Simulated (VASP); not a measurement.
A convergence study with VASP on Ti (hcp): one setting is varied, all else stays as given below, so the limit is that of these other settings. Each run relaxes cell and ions from the cell shown.

```
Ti
1.0
    1.47500    -2.55477     0.00000
    1.47500     2.55477     0.00000
    0.00000     0.00000     4.68000
Ti
2
Direct
  0.33333   0.66667   0.25000
  0.66667   0.33333   0.75000
```

All values below come from PBE GGA, VASP's PBE PAW potentials (set 64) (plane waves; VASP). The tightest run used: 550 eV cut-off, 19×19×11 Γ-centred mesh, first-order Methfessel-Paxton smearing of 0.10 eV, potentials Ti_sv.

```json
[
 {"setting": "2×2×1 mesh", "relaxed volume (Å³/atom)": "16.034", "E (eV/atom)": "-8.7966", "irreducible k-points": "2"},
 {"setting": "3×3×2 mesh", "relaxed volume (Å³/atom)": "17.217", "E (eV/atom)": "-7.8775", "irreducible k-points": "6"},
 {"setting": "4×4×2 mesh", "relaxed volume (Å³/atom)": "17.384", "E (eV/atom)": "-7.8054", "irreducible k-points": "8"},
 {"setting": "5×5×3 mesh", "relaxed volume (Å³/atom)": "17.312", "E (eV/atom)": "-7.8353", "irreducible k-points": "10"},
 {"setting": "6×6×3 mesh", "relaxed volume (Å³/atom)": "17.434", "E (eV/atom)": "-7.8192", "irreducible k-points": "14"}
]
```

**Question.** These are the cheaper rows. Estimate the results at 19×19×11 mesh, and how far the last row shown lies from them.

**Answer.** 
| quantity | tightest run | last row shown is off by |
|---|---|---|
| relaxed volume (Å³/atom) | 17.352 | 0.082 |
| E (eV/atom) | -7.8361 | 0.0169 |

Left out are rungs that failed or repeat a setting and relaxations that didn't move; long series are thinned to 24 rows.

The compound is Ti in the hcp structure.
